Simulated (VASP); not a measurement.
Runs of VASP 6.6.1 on PbS (Galena). Symmetry: Fm-3m, No. 225, cubic system. Conventional cell: a = 5.931 Å, b = 5.931 Å, c = 5.931 Å, α = 90.00°, β = 90.00°, γ = 90.00°. Pb (site symmetry m-3m) has 6 S at 2.97 Å as nearest neighbours. Around S (site symmetry m-3m) lie 6 Pb at 2.97 Å. 

```csv
task,level,potentials or basis,spin,k mesh,cutoff (eV),smearing,GW scheme,GW iterations,cutoff of the response function,frequency points,empty bands,mesh quality,gap on the mesh (eV),pressure (GPa)
band structure,r2SCAN,"VASP PAW PBE potentials, release 64 (Pb_d, S)",off,8 × 8 × 8,520,gaussian 0.02 eV,-,-,-,-,-,not flagged,0.62,(a)
band structure,PBE,"VASP PAW PBE potentials, release 64 (Pb_d, S)",off,8 × 8 × 8,520,gaussian 0.02 eV,-,-,-,-,-,not flagged,0.36,2.2
band structure,LDA,"VASP PAW LDA potentials, release 64 (Pb_d, S)",off,8 × 8 × 8,520,gaussian 0.02 eV,-,-,-,-,-,not flagged,(c),-2.5
dielectric tensor,PBE,"VASP PAW PBE potentials, release 64 (Pb_d, S)",off,8 × 8 × 8,520,gaussian 0.02 eV,-,-,-,-,-,not flagged,0.36,-
band structure,TB-mBJ,"VASP PAW PBE potentials, release 64 (Pb_d, S)",off,8 × 8 × 8,520,gaussian 0.02 eV,-,-,-,-,-,not flagged,1.08,-
band structure,PBE,"VASP PAW PBE potentials, release 64 (Pb_d_GW, S_GW)",off,8 × 8 × 8,450,gaussian 0.02 eV,-,-,-,-,-,not flagged,0.36,2.1
single point,PBE,"VASP PAW PBE potentials, release 64 (Pb_d, S)",off,3 × 3 × 3,520,gaussian 0.02 eV,-,-,-,-,-,coarse,-,1.1
band structure,PBE,"VASP PAW PBE potentials, release 64 (Pb_d, S)","non-collinear, zero start, SOC",8 × 8 × 8,520,gaussian 0.02 eV,-,-,-,-,-,not flagged,-,(b)
```

Alike in all rows: cell as given.

**Question.** Estimate the missing entries.

**Answer.** (a) 1.3; (b) 1.9; (c) 0.21.

Caveats: some runs use coarse meshes; spin-orbit coupling is left out, which as a rule narrows the gap of such compounds by several tenths of an eV (some runs); the PAW data sets were made with another functional, which shifts forces and pressure a little (some runs); the gap is small at this level, which inflates the dielectric constant (some runs).

A k mesh can miss the band edges, and rows without SOC leave out spin-orbit coupling on Pb.

The runs don't all hold the same shells in valence.
